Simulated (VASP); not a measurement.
Output of a VASP run:

**OSZICAR**
```
       N       E                     dE             d eps       ncg     rms          rms(c)
DAV:   1     0.224500637330E+03    0.22450E+03   -0.18036E+04  3228   0.131E+03
DAV:   2    -0.368313716155E+02   -0.26133E+03   -0.25468E+03  4328   0.337E+02
DAV:   3    -0.509445141449E+02   -0.14113E+02   -0.14063E+02  3800   0.793E+01
DAV:   4    -0.513184482432E+02   -0.37393E+00   -0.37372E+00  5092   0.116E+01
DAV:   5    -0.513222803719E+02   -0.38321E-02   -0.38315E-02  4082   0.102E+00    0.654E+01
DAV:   6    -0.444676696796E+02    0.68546E+01   -0.38914E+01  3654   0.383E+01    0.558E+01
DAV:   7    -0.444336550878E+02    0.34015E-01   -0.26977E+00  4136   0.104E+01    0.346E+01
DAV:   8    -0.444291888934E+02    0.44662E-02   -0.34247E-01  3900   0.461E+00    0.121E+01
DAV:   9    -0.444103465265E+02    0.18842E-01   -0.71221E-02  3882   0.158E+00    0.150E+00
DAV:  10    -0.444080038046E+02    0.23427E-02   -0.15091E-02  4172   0.731E-01    0.672E-01
DAV:  11    -0.444079530727E+02    0.50732E-04   -0.20766E-03  4052   0.297E-01    0.675E-02
DAV:  12    -0.444079878838E+02   -0.34811E-04   -0.10876E-04  4120   0.691E-02    0.469E-02
DAV:  13    -0.444080247425E+02   -0.36859E-04   -0.66408E-05  4286   0.549E-02    0.918E-02
DAV:  14    -0.444080269508E+02   -0.22083E-05   -0.26493E-05  4070   0.322E-02    0.891E-03
DAV:  15    -0.444080271456E+02   -0.19478E-06   -0.18394E-06  3300   0.953E-03
   1 F= -.44408027E+02 E0= -.44408027E+02  d E =-.165149E-13  mag=    -0.0000    -0.0000    -0.0000
```

### OUTCAR
```
------------------------ aborting loop because EDIFF is reached ----------------------------------------
  FORCE on cell =-STRESS in cart. coord.  units (eV):
  Direction    XX          YY          ZZ          XY          YZ          ZX
  --------------------------------------------------------------------------------------
  Total       -0.1418886     -0.1418886     -0.1418886      0.0000000      0.0000000     -0.0000000
  in kB       -3.1350888     -3.1350888     -3.1350888      0.0000000      0.0000000     -0.0000000
  external PRESSURE =      -3.1350888 kB  Pullay stress =       0.0000000 kB
  volume of cell :       72.51
      direct lattice vectors                 reciprocal lattice vectors
     4.170000000  0.000000000  0.000000000     0.239808153  0.000000000  0.000000000
     0.000000000  4.170000000  0.000000000     0.000000000  0.239808153  0.000000000
     0.000000000  0.000000000  4.170000000     0.000000000  0.000000000  0.239808153
 POSITION                                       TOTAL-FORCE (eV/Angst)
 -----------------------------------------------------------------------------------
      0.00000      0.00000      0.00000         0.000000      0.000000      0.000000
      2.08500      2.08500      2.08500         0.000000      0.000000      0.000000
      2.08500      0.00000      2.08500         0.000000      0.000000      0.000000
      0.00000      2.08500      2.08500         0.000000      0.000000      0.000000
      2.08500      2.08500      0.00000         0.000000      0.000000      0.000000
 -----------------------------------------------------------------------------------
    total drift:                                0.000000      0.000000      0.000000
  FREE ENERGIE OF THE ION-ELECTRON SYSTEM (eV)
  ---------------------------------------------------
  free  energy   TOTEN  =       -44.4080271456 eV

  energy  without entropy=      -44.4080271456  energy(sigma->0) =      -44.40802715

 total charge

# of ion       s       p       d       tot
------------------------------------------
    1        2.002   5.635   0.278   7.916
    2        0.337   6.766   1.518   8.621
    3        1.584   3.513   0.000   5.096
    4        1.584   3.513   0.000   5.096
    5        1.584   3.513   0.000   5.096
--------------------------------------------------
tot          7.091  22.938   1.796  31.826

 magnetization (x)

# of ion       s       p       d       tot
------------------------------------------
    1       -0.000  -0.000  -0.000  -0.000
    2        0.000  -0.000  -0.000  -0.000
    3        0.000   0.000   0.000   0.000
    4        0.000   0.000   0.000   0.000
    5        0.000   0.000   0.000   0.000
--------------------------------------------------
tot         -0.000   0.000  -0.000  -0.000

 magnetization (y)

# of ion       s       p       d       tot
------------------------------------------
    1       -0.000   0.000  -0.000  -0.000
    2        0.000   0.000   0.000   0.000
    3        0.000  -0.000   0.000  -0.000
    4        0.000  -0.000   0.000  -0.000
    5        0.000  -0.000   0.000  -0.000
--------------------------------------------------
tot          0.000  -0.000  -0.000  -0.000

 magnetization (z)

# of ion       s       p       d       tot
------------------------------------------
    1       -0.000   0.000  -0.000  -0.000
    2        0.000   0.000  -0.000  -0.000
    3        0.000   0.000   0.000   0.000
...
```
(Selected blocks of OUTCAR.)

POSCAR:
```
BaHfO3
1
    4.1700000000     0.0000000000     0.0000000000
    0.0000000000     4.1700000000     0.0000000000
    0.0000000000     0.0000000000     4.1700000000
Ba Hf O
1 1 3
Direct
  0.0000000000   0.0000000000   0.0000000000
  0.5000000000   0.5000000000   0.5000000000
  0.5000000000   0.0000000000   0.5000000000
  0.0000000000   0.5000000000   0.5000000000
  0.5000000000   0.5000000000   0.0000000000
```

Question: Reconstruct the remaining input files.

Answer: Several could match; the one computed here: the input of the run itself, PBE GGA with spin-orbit coupling, plane waves, VASP's PBE PAW potentials (set 64).

### KPOINTS
```
Automatic mesh
0
Gamma
8 8 8
0 0 0
```

### INCAR
```
SYSTEM = BaHfO3
PREC = Accurate
ENCUT = 400
EDIFF = 1E-6
NELM = 100
ALGO = Normal
LREAL = .FALSE.
LASPH = .TRUE.
ISMEAR = -1
SIGMA = 0.01
GGA = PE
LMAXMIX = 6
LWAVE = .FALSE.
LCHARG = .FALSE.
ISIF = 2
LSORBIT = .TRUE.
LNONCOLLINEAR = .TRUE.
MAGMOM = 0.0 0.0 0.0 0.0 0.0 0.0 0.0 0.0 0.0 0.0 0.0 0.0 0.0 0.0 0.0
GGA_COMPAT = .FALSE.
LORBIT = 11
```

POTCAR, in this order: Ba_sv Hf_pv O (PBE.64 set). Program: vasp_ncl.

At this cut-off the stress carries a Pulay error, which pulls relaxed volumes low.

The structure is a typed BaHfO3 crystal. The cell was not relaxed at this level. The run is one of a series of settings (GGA_COMPAT = .FALSE., LNONCOLLINEAR = .TRUE., LSORBIT = .TRUE., MAGMOM = 0.0 0.0 0.0 0.0 0.0 0.0 0.0 0.0 0.0 0.0 0.0 0.0 0.0 0.0 0.0, program vasp_ncl against the base run), some of them coarse on purpose.
